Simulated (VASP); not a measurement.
All values below come from LDA (Ceperley-Alder, Perdew-Zunger), VASP's LDA PAW potentials (set 64) (plane waves; VASP).

Input for VASP

### KPOINTS
```
Regular mesh
0
G
 9 9 9
```

### POSCAR
```
TaGa3
5.0939690
 -0.3720419186   0.3720419186   0.8503938677
  0.3720419186  -0.3720419186   0.8503938677
  0.3720419186   0.3720419186  -0.8503938677
Ta Ga
1 3
Cartesian
  0.0000000000   0.0000000000   0.0000000000
  0.0000000000   0.0000000000   0.8503938677
  0.0000000000   0.3720419186   0.4251969339
  0.3720419186   0.0000000000   0.4251969339
```

### INCAR
```
SYSTEM = TaGa3
PREC = Accurate; ENCUT = 300; LREAL = .False.
LASPH = .True.
EDIFF = 1E-6; NELM = 100; ALGO = Normal
LMAXMIX = 6
ISMEAR = -1; SIGMA = 0.1
ISIF = 2
LWAVE = .False.; LCHARG = .False.
```

File KPOINTS_OPT:
```
k-points along high-symmetry lines
6
Line-mode
Reciprocal
  0.000000   0.000000   0.000000 ! GAMMA
  0.000000   0.000000   0.500000 ! X

  0.000000   0.000000   0.500000 ! X
  0.250000   0.250000   0.250000 ! P

  0.250000   0.250000   0.250000 ! P
  0.000000   0.500000   0.000000 ! N

  0.000000   0.500000   0.000000 ! N
  0.000000   0.000000   0.000000 ! GAMMA

  0.000000   0.000000   0.000000 ! GAMMA
  0.500000   0.500000  -0.500000 ! M

  0.500000   0.500000  -0.500000 ! M
  0.297850   0.702150  -0.297850 ! S

 -0.297850   0.297850   0.297850 ! S_0
  0.000000   0.000000   0.000000 ! GAMMA

  0.000000   0.000000   0.500000 ! X
 -0.095700   0.095700   0.500000 ! R

  0.500000   0.500000  -0.095700 ! G
  0.500000   0.500000  -0.500000 ! M
```

POTCAR, in this order: Ta_pv Ga_d (LDA.64 set). Program: vasp_std.

At this cut-off the stress carries a Pulay error, which pulls relaxed volumes low. Unless said otherwise, spin-orbit coupling is left out, though it shifts the bands of the heavy elements here.

Question: What does the run give for the energy per atom (σ→0), pressure, band gap (over mesh and band path)?

Answer: 
```yaml
energy per atom (σ→0): -592.7 kJ/mol of atoms
band gap (over mesh and band path): none (metal, semimetal or under 0.01 eV)
pressure: -5.11 GPa
```

**OSZICAR**
```
...
DAV:   9    -0.245875353699E+02    0.11028E-02   -0.60035E-03  5660   0.178E+00    0.974E-02
DAV:  10    -0.245875061510E+02    0.29219E-04   -0.17156E-03  5324   0.642E-01    0.406E-02
DAV:  11    -0.245874953408E+02    0.10810E-04   -0.32651E-04  5272   0.412E-01    0.864E-03
DAV:  12    -0.245874960874E+02   -0.74658E-06   -0.55374E-05  6094   0.162E-01    0.384E-03
DAV:  13    -0.245874971900E+02   -0.11026E-05   -0.16282E-05  5876   0.340E-02    0.182E-03
DAV:  14    -0.245874971175E+02    0.72454E-07   -0.91022E-07  3030   0.134E-02
   1 F= -.24587497E+02 E0= -.24572328E+02  d E =-.303385E-01
       N       E                     dE             ncg
```

The structure comes from a computed database's TaGa3 entry; how it stands against other phases isn't given here. The cell was not relaxed at this level.
